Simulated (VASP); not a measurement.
TiB2:

```
Ti B
1.0
     3.02920    0.00000    0.00000
    -1.51460    2.62336    0.00000
     0.00000    0.00000    3.22840
Ti B
1 2
Cartesian
  0.0000 0.0000 0.0000
  0.0000 1.7489 1.6142
  1.5146 0.8745 1.6142
```

Base run:

* Program: VASP 6.6.1
* Functional: PBE
* Potentials or basis: VASP PAW PBE potentials, release 64 (Ti_sv, B)
* Cutoff: 400 eV
* k mesh: 12 × 12 × 10
* Occupations: gaussian, width 0.1 eV
* Spin: no spin polarisation

Its results: band gap on the k mesh none (metal or under the smearing width); pressure 0.1 GPa.

Problem. The run is repeated on the same cell with these changes: cutoff from 400 eV to 520 eV; k mesh from 12 × 12 × 10 to 6 × 6 × 4. What comes out?

Solution. Band gap on the k mesh none (metal or under the smearing width); pressure 0.6 GPa.

Caveats: some runs use coarse meshes.

Not every run made on this cell is shown here.
